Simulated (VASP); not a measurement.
Data:

```
CELL_PARAMETERS angstrom
      0.00000     2.40450     2.40450
      2.40450     0.00000     2.40450
      2.40450     2.40450     0.00000
ATOMIC_POSITIONS crystal
  B  0.00000 0.00000 0.00000
  As 0.25000 0.25000 0.25000
```

All values below come from TPSS meta-GGA, VASP's PBE PAW potentials (set 64) (plane waves; VASP). Run with 520 eV cut-off, 11×11×11 Γ-centred mesh, tetrahedra with Blöchl corrections, potentials B As.

**Question.** Give the energies of bands 2 to 7 at the high-symmetry points, in eV from the valence-band maximum.

**Answer.** 
| band | Γ | X | U | L | W |
|---|---|---|---|---|---|
| 2 | 0.00 | -8.61 | -8.24 | -8.82 | -8.16 |
| 3 | 0.00 | -4.06 | -5.93 | -1.82 | -5.47 |
| 4 | 0.00 | -4.06 | -3.47 | -1.82 | -5.17 |
| 5 | 3.34 | 1.42 | 2.06 | 2.63 | 5.30 |
| 6 | 3.34 | 1.47 | 5.58 | 4.87 | 6.03 |
| 7 | 3.34 | 11.45 | 9.30 | 4.87 | 6.77 |

The gap is indirect, 1.19 eV, from the valence maximum at Γ to the conduction minimum at Γ-X at 0.78.

Measured: gap 1.82 eV (computed value off by -0.63 eV), as given by Wikipedia, List of semiconductor materials.

The compound is BAs in the zinc blende structure. It was relaxed first.
